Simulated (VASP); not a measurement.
Consider the following.

```
In
1.0
   -1.62500     1.62500     2.47500
    1.62500    -1.62500     2.47500
    1.62500     1.62500    -2.47500
In
1
Cartesian
  0.00000   0.00000   0.00000
```

These are optB86b-vdW, VASP's PBE PAW potentials (set 64) (plane waves; VASP) values and carry that method's errors. Run with 520 eV cut-off, 14×14×14 Γ-centred mesh, first-order Methfessel-Paxton smearing of 0.10 eV, potentials In_d.

Problem. The ions, cell shape and volume are relaxed. Which structure does the run end with?

Solution. 
```
In
1.0
   -1.62324     1.62324     2.51243
    1.62324    -1.62324     2.51243
    1.62324     1.62324    -2.51243
In
1
Direct
  0.00000   0.00000   0.00000
```
Space group I4/mmm (139), at a tolerance of 0.03 Å.

Problem. How do energy and volume change from the first to the last step?

Solution. The energy (σ→0) changes by -0.8 meV/atom and the volume by +1.3 %, in 7 ionic steps.

| step | E(σ→0) (eV) | max force (eV/Å) | pressure (GPa) | volume (Å³) |
|---|---|---|---|---|
| 1 | 0.5137 | 0.000 | 0.51 | 26.14 |
| 2 | 0.5130 | 0.000 | 0.02 | 26.46 |
| 3 | 0.5130 | 0.000 | -0.03 | 26.50 |
| 4 | 0.5131 | 0.000 | -0.21 | 26.60 |
| 5 | 0.5130 | 0.000 | -0.11 | 26.52 |
| 6 | 0.5129 | 0.000 | -0.11 | 26.51 |
| 7 | 0.5129 | 0.000 | -0.04 | 26.48 |

The compound is In in the bct structure. This run relaxes it. Symmetry was kept, so distortions that lower it aren't found.
